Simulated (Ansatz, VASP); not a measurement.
# MgSiS3 in two plane-wave programs, part 2 of 2

One calculation is typed for both programs; each brings its own data sets. How far apart do they land? The cell is generated by rule, not measured, and may not be a known phase. The cell is taken from a series of runs on this material, whose earlier steps may have relaxed, scaled, displaced or heated it; both programs get it as it stands.

VASP 6.6.1 and Ansatz 0.2.0.

So far: The starting structure; VASP: relaxation of cell and atoms, LDA.

The structure was built from a prototype and need not be the compound's stable phase.

## 3. Ansatz: relaxation of cell and atoms, LDA

Level of this step: Ansatz beside VASP: Kohn-Sham DFT, plane waves, LDA (Ansatz).

Ansatz runs on its PAW soft_1 files.

The same cell, functional (in two slightly different forms), mesh and smearing now go to Ansatz, which takes its cutoff from its data sets.

File input.yaml:

```yaml
crystal:
  lattice:
    - [4.4685187904, 0.0, 0.0]
    - [0.0, 4.4685187904, 0.0]
    - [0.0, 0.0, 8.9370375808]
  atoms:
    - { symbol: Mg, position: [0.0, 0.0, 0.0] }
    - { symbol: Mg, position: [0.0, 0.0, 0.5] }
    - { symbol: Si, position: [0.5, 0.5, 0.25] }
    - { symbol: Si, position: [0.5, 0.5, 0.75] }
    - { symbol: S, position: [0.5, 0.5, 0.0] }
    - { symbol: S, position: [0.5, 0.5, 0.5] }
    - { symbol: S, position: [0.5, 0.0, 0.1828636593] }
    - { symbol: S, position: [0.5, 0.0, 0.8171363407] }
    - { symbol: S, position: [0.0, 0.5, 0.3171363407] }
    - { symbol: S, position: [0.0, 0.5, 0.6828636593] }
kpoints:
  mp_grid: { grid: [8, 8, 4] }
hamiltonian:
  xc: lda
  pseudopotentials: { kind: paw, azcp: { folder: soft_1 }, xc_functional: pbe }
scf:
  occupations: { method: methfessel_paxton, width: 0.2 }
output:
  forces: true
  stress: true
  eigenvalues: true
relax:
  adjacent_minimum: "off"
  f_tol: 0.002
  max_steps: 120
  cell: { stress_tol: 0.03 }
```

Run with:

```sh
ansatz run input.yaml --threads 4 --pin off --max-ram 16384MiB --backend cpu --events-out ev --progress --plain --runs-dir out
```

Numbers of over 12 decimals in the logs are rounded to 6 here.

The program printed:

```text
Engine: ansatz 0.2.0, aarch64-unknown-linux-gnu
Pseudopotentials: kind: paw
Pseudopotential: Mg, paw, valence charge 10, recommended cutoff 420 eV (normal), soft_1/Mg.paw.azcp
Pseudopotential: Si, paw, valence charge 4, recommended cutoff 420 eV (normal), soft_1/Si.paw.azcp
Pseudopotential: S, paw, valence charge 6, recommended cutoff 420 eV (normal), soft_1/S.paw.azcp
Functional definition: SPW92
  exchange = slater_x
  correlation = pw_c
Crystal: 10 atoms, lattice volume = 178.452 Å³
Basis set: ecut = 420 eV, 3493 PW (Γ)
Bands: 42, of which v1, the nominal top of the filled ones, is band 32 counted from 1 (31 counted from 0)
Symmetry: 16 space group operations
Space group: P42/mmc (ITA 131), of the structure as read, at distance tolerance 5.6e-5 Å
k-points: 45 of 256
Non-local potential: Mg, projectors of the file, l = 0: 3, l = 1: 2, l = 2: 1
Non-local potential: Si, projectors of the file, l = 0: 2, l = 1: 2, l = 2: 1
Non-local potential: S, projectors of the file, l = 0: 2, l = 1: 2, l = 2: 1
PAW form: soft (Blöchl's): semilocal exchange-correlation on the pseudo side does not see the compensation charge
PAW frozen core: Mg, regenerated for the run's functional, and the local potential with it (the file was generated under x = pbe(κ = 0.804, μ = 0.219515), c = pbe(β = 0.066725))
PAW frozen core: Si, regenerated for the run's functional, and the local potential with it (the file was generated under x = pbe(κ = 0.804, μ = 0.219515), c = pbe(β = 0.066725))
PAW frozen core: S, regenerated for the run's functional, and the local potential with it (the file was generated under x = pbe(κ = 0.804, μ = 0.219515), c = pbe(β = 0.066725))
PAW one-centre angular grid: Mg, 110 points (default); XC on 64 Gauss nodes
PAW one-centre angular grid: Si, 110 points (default); XC on 64 Gauss nodes
PAW one-centre angular grid: S, 110 points (default); XC on 64 Gauss nodes
Initial density: superposition of atomic densities (chi_scale 0.1, normalization cell, long waves kept (reshape's long-wave potential 0.01 eV rms))
Initial wavefunctions: pseudopotential atomic-orbital guess
Functional: x = slater, c = lda
SCF iter   1: F=—  HF=-10242.399115 eV  |F-HF|=—  |Δ(HF+E_count)|=         —  Δρ=3.66e-2  dr2=1.81e0  ethr=3.10e-3  ⟨swp⟩=9.9  Hψ=10759  notcnv=0
preconditioner: auto → Kerker (q_TF=auto, 2.300 Å⁻¹)  [metal: Δε(μ)=0.024 eV  Ē_g=9.619 eV  σ=0.200 eV  W_gap=0.10  n_scr=38 (ndim 8)  ℏωp=19.3 eV  f_vac=0.000  D(μ)=2.37/eV (n_scr^D=8)]
SCF iter   2: F=—  HF=-10242.056758 eV  |F-HF|=—  |Δ(HF+E_count)|=   3.42e-1  S|Δr|=    0.00e0  Δρ=2.05e-2  dr2=6.04e-1  ethr=2.83e-3  ⟨swp⟩=2.0  Hψ=2477  notcnv=0  defer=58
SCF iter   3: F=—  HF=-10241.942417 eV  |F-HF|=—  |Δ(HF+E_count)|=   1.14e-1  S|Δr|=    0.00e0  Δρ=3.03e-3  dr2=2.68e-2  ethr=9.44e-4  ⟨swp⟩=2.7  Hψ=3109  notcnv=0  defer=58
SCF iter   4: F=—  HF=-10241.939452 eV  |F-HF|=—  |Δ(HF+E_count)|=   2.96e-3  S|Δr|=    0.00e0  Δρ=1.12e-3  dr2=4.63e-3  ethr=4.18e-5  ⟨swp⟩=2.3  Hψ=2912  notcnv=0  defer=58
SCF iter   5: F=—  HF=-10241.938674 eV  |F-HF|=—  |Δ(HF+E_count)|=   7.78e-4  S|Δr|=    0.00e0  Δρ=3.14e-4  dr2=2.85e-4  ethr=7.24e-6  ⟨swp⟩=2.6  Hψ=2655  notcnv=0  defer=58
SCF iter   6: F=—  HF=-10241.938629 eV  |F-HF|=—  |Δ(HF+E_count)|=   4.49e-5  S|Δr|=    0.00e0  Δρ=1.00e-4  dr2=3.21e-5  ethr=4.45e-7  ⟨swp⟩=2.4  Hψ=3090  notcnv=0  defer=58
SCF iter   7: F=—  HF=-10241.938629 eV  |F-HF|=—  |Δ(HF+E_count)|=   5.02e-8  S|Δr|=    0.00e0  Δρ=3.24e-5  dr2=3.81e-6  ethr=5.01e-8  ⟨swp⟩=2.8  Hψ=3466  notcnv=0  defer=160
SCF iter   8: F=—  HF=-10241.938629 eV  |F-HF|=—  |Δ(HF+E_count)|=   7.41e-8  S|Δr|=    0.00e0  Δρ=8.94e-6  dr2=3.24e-7  ethr=5.96e-9  ⟨swp⟩=2.4  Hψ=2444  notcnv=0  defer=160
SCF iter   9: F=-10241.938629 eV  HF=-10241.938629 eV  |F-HF|=2.68e-8  |Δ(HF+E_count)|=   9.34e-8  S|Δr|=    0.00e0  Δρ=3.00e-6  dr2=3.99e-8  ethr=1.56e-10  ⟨swp⟩=14.4  Hψ=10059  notcnv=0
SCF 1 converged in 9 iterations: F = -10241.938629 eV  dr2 = 3.99e-8
  greatest PAW one-centre occupation: 1.000 electrons in one spin orbital (limit 2), on the Mg atom at site 1 (counted from 0), in its partial waves of l = 0
relax step   1: F+E_penalty+E_count = -10241.93862882 eV  Δ(F+E_penalty+E_count) = +0.000e0 eV  max|allowed force component| = 2.570e-1 eV/Å  Δτ_max = 0.0000 Å  P = -0.287 GPa  Ω = 178.452 Å³  (9 SCF iters, dr2 threshold 1.00e-7 eV, accepted)
[...]
relax step   4: F+E_penalty+E_count = -10242.09577578 eV  Δ(F+E_penalty+E_count) = -5.744e-3 eV  max|allowed force component| = 4.438e-2 eV/Å  Δτ_max = 0.0255 Å  P = +0.018 GPa  Ω = 177.739 Å³  energy of the carried Pulay correction = +1.564e-4 eV  (5 SCF iters, dr2 threshold 1.00e-6 eV, accepted)
[...]
relax step   5: F+E_penalty+E_count = -10242.09650269 eV  Δ(F+E_penalty+E_count) = -7.269e-4 eV  max|allowed force component| = 1.845e-3 eV/Å  Δτ_max = 0.0076 Å  P = -0.003 GPa  Ω = 177.722 Å³  energy of the carried Pulay correction = +1.602e-4 eV  (5 SCF iters, dr2 threshold 1.23e-7 eV, accepted)
[...]
relax step   6: F+E_penalty+E_count = -10242.09677034 eV  Δ(F+E_penalty+E_count) = -2.677e-4 eV  max|allowed force component| = 1.605e-3 eV/Å  Δτ_max = 0.0000 Å  P = +0.001 GPa  Ω = 177.722 Å³  stress off target by 1.56e-2 GPa  SCF on the basis re-selected at this cell (its energy is not comparable with the rows above)  (6 SCF iters)
basis re-selected at this cell: Δ(F+E_penalty+E_count) = -2.677e-4 eV, ΔP = +0.004 GPa vs the last step (what re-selecting the basis moved, of the pressure what is left beyond the Pulay correction that the steps carried, after the strain that the cell walked since its last selection, with what the two solves' SCF thresholds leave and, on support functions, any second-order correction that the steps lacked; it is no measure of the basis error at this ecutwfc). The dense FFT grid was sized anew with the basis: this SCF ran on 30×30×64 points, the steps before it on 30×30×60, so part of this shift can come from that change (see relax.cell in the input reference). [rest of the remark cut]
SCF converged after 6 iterations
Stability not checked: this state was not tested for a lower state beside it, because cold or Methfessel-Paxton smearing, or corrected tetrahedra, fill the levels in a way that the test cannot read (fill_not_monotonic; see scf.lower_state_search)
Free energy (F): -10242.096770 eV
Harris-Foulkes:  -10242.096770 eV  (|F-HF|=1.82e-12)
Internal energy: -10242.087904 eV  (E = F + TS)
E sigma→0 (E₀):  -10242.094554 eV
Entropy (-TS):   -0.008866 eV (-0.887 meV/atom)
Fermi energy:    7.689823 eV
--- Per-component energies (eV) ---
  E_band       = -644.699631
  E_kinetic    = 873.335374
  E_local      = -4136.893036  (includes V_loc(G=0)·N_el)
  E_nonlocal   = 651.094649
  E_hartree    = 1398.832672
  E_xc         = -700.034689
  E_vxc        = -670.270189  (∫ρ·V_xc dr)
  E_paw        = -4993.125787  (= ΣΔE_a)
  E_vpaw       = -159.631609  (= ΣTr[D̂ρ^β])
  E_aug_tail   = -0.000209  (compensation charges beyond the density's cutoff)
  E_ewald      = -3336.685685
  E_core_change = 1.388806  (= ΣΔE_core)
  E_smearing   = -0.008866  (= −TS)
  E_closure    = -0.000000  (closes the sum)
  Σ components = -10242.096770   (vs F -10242.096770, Δ=0.00e0)
--- Forces (eV/Å), atoms counted from 1 ---
  atom   1  Mg    -0.00000000     0.00000000    -0.00000000
  atom   2  Mg    -0.00000000    -0.00000000     0.00000000
  atom   3  Si    -0.00000000     0.00000000     0.00000000
  atom   4  Si     0.00000000     0.00000000    -0.00000000
  atom   5  S     -0.00000000    -0.00000000    -0.00000000
  atom   6  S     -0.00000000    -0.00000000     0.00000000
  atom   7  S      0.00000000     0.00000000     0.00160508
  atom   8  S     -0.00000000     0.00000000    -0.00160508
  atom   9  S     -0.00000000     0.00000000    -0.00160508
  atom  10  S      0.00000000     0.00000000     0.00160508
  max |Σ_I F_I| component: 1.73e-18 eV/Å
--- Stress (GPa, compression-positive) ---
       -0.006855      -0.000000      -0.000000
       -0.000000      -0.006855      -0.000000
       -0.000000      -0.000000       0.015589
  P = ⅓ Tr σ = 0.0006 GPa (0.006 kbar)
--- Band table (eV; the first three rows and the last of 45) ---
  k-point 0: bands = [... 28 lower, 6.1962, 6.3157, 6.3867, 6.7060, 6.7060, 8.3451, 8.7038, 9.3771, ... 6 higher]
  k-point 1: bands = [... 28 lower, 6.4269, 6.4269, 6.6308, 6.7263, 6.7263, 7.9330, 8.8571, 9.5735, ... 6 higher]
  k-point 2: bands = [... 28 lower, 6.5388, 6.5388, 6.7630, 6.7630, 7.1350, 7.1350, 9.5729, 9.5729, ... 6 higher]
  k-point 44: bands = [... 28 lower, 6.6441, 6.6441, 7.3237, 7.3237, 10.2110, 10.2110, 10.7384, 10.7384, ... 6 higher]
--- Relaxed structure (5 steps of the walk, 5 accepted, 1 SCFs on fresh bases) ---
  F+E_penalty+E_count = -10242.09677034 eV   max|allowed force component| = 1.605e-3 eV/Å   (the final SCF, on the basis selected at the relaxed cell)
  cell:  # Å, volume = 177.7217 Å³
    - [4.369125, 0, 0.0]
    - [0, 4.369125, 0.0]
    - [0.0, 0.0, 9.310038]
  atoms:
    - { symbol: Mg, position: [0, 0, 0] }
    - { symbol: Mg, position: [0, 0, 0.500000] }
    - { symbol: Si, position: [0.5, 0.5, 0.250000] }
    - { symbol: Si, position: [0.5, 0.5, 0.750000] }
    - { symbol: S, position: [0.5, 0.5, 0] }
    - { symbol: S, position: [0.5, 0.5, 0.500000] }
    - { symbol: S, position: [0.5, 0, 0.182158] }
    - { symbol: S, position: [0.5, 0, 0.817842] }
    - { symbol: S, position: [0, 0.5, 0.317842] }
    - { symbol: S, position: [0, 0.5, 0.682158] }
```

## 4. Comparison

Known differences besides the potentials themselves: the data sets hold 64 valence electrons in Ansatz (on its PAW soft_1 files) and 48 in VASP; the cutoff is 420 eV in Ansatz and 600 eV in VASP; VASP's log shows a relativistic correction to its local exchange, Ansatz's none; Ansatz adds a Pulay correction to the stress that steers its cell, VASP none. Total energies have different zeros and are not compared.

Compared:

| quantity | Ansatz | VASP | difference |
| --- | --- | --- | --- |
| volume (Å³) | 177.72 | 176.93 | +0.45 % |
| edge a after relaxation, in the typed setting (Å) | 4.369 | 4.363 | +0.14 % |
| edge c after relaxation, in the typed setting (Å) | 9.310 | 9.295 | +0.16 % |

## 5. What came out

```json
{
  "difference in volume (relaxation of cell and atoms, LDA)": "0.45 %"
}
```

In words: The difference in volume is 0.45 % (relaxation of cell and atoms, LDA), within the 1.2 % picked in this series as the mark of a large difference, as far as the stopping tolerances let one tell. The data sets hold unlike numbers of valence electrons (64 in Ansatz and 48 in VASP), so part of the differences comes from the potentials. How closely two codes agree says nothing of how well the functional describes the real material.

[Lines on the potential files, build, host, timing and source positions are cut from VASP's logs without a mark.]

[Logs are printed without paths, hosts, clocks, repeated set-up lines and the standing remarks that a program may print on its own settings, such as how far it seeks lower states.]

[Hosts, paths, dates, database ids (printed as entryN), source tags and the programs' standing remarks are cut or masked in the printed files.]
